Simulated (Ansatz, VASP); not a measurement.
# RbIr3 in VASP and in Ansatz

```xyz
4
Lattice="4.1550 0.0000 0.0000 0.0000 4.1550 0.0000 0.0000 0.0000 4.1550" Properties=species:S:1:pos:R:3 pbc="T T T"
Rb    0.0000    0.0000    0.0000
Ir    2.0775    0.0000    2.0775
Ir    0.0000    2.0775    2.0775
Ir    2.0775    2.0775    0.0000
```

Change from the starting cell: species swapped into the LaIn3 type (Pm-3m, No. 221).

Alike in both runs: functional PBE; k mesh 12 × 12 × 12; occupations gaussian, width 0.1 eV; no spin polarisation.

Ansatz relaxed the structure, and its values are those at the end. VASP's run is a single point on that final structure, the one shown.

|  | VASP | Ansatz |
| --- | --- | --- |
| version | VASP 6.6.1 | Ansatz 0.2.0 |
| potentials or method | VASP PAW PBE potentials, release 64 (Rb_sv, Ir) | scalar-relativistic, plane waves, PAW |
| plane-wave cutoff (eV) | 520 | 420 |
| valence electrons in the cell | 36 | 60 |

Ansatz gave:

- gap on the k mesh at the Fermi level (eV): none
- pressure (GPa): 0.0

Which values does VASP return?

gap on the k mesh at the Fermi level (eV): none; pressure (GPa): 0.7.

A gap of «none» marks a metal or a gap that the smearing closes. The two sets of potentials don't hold the same shells in valence.

Spin-orbit coupling is left out, which matters for the levels of Ir.
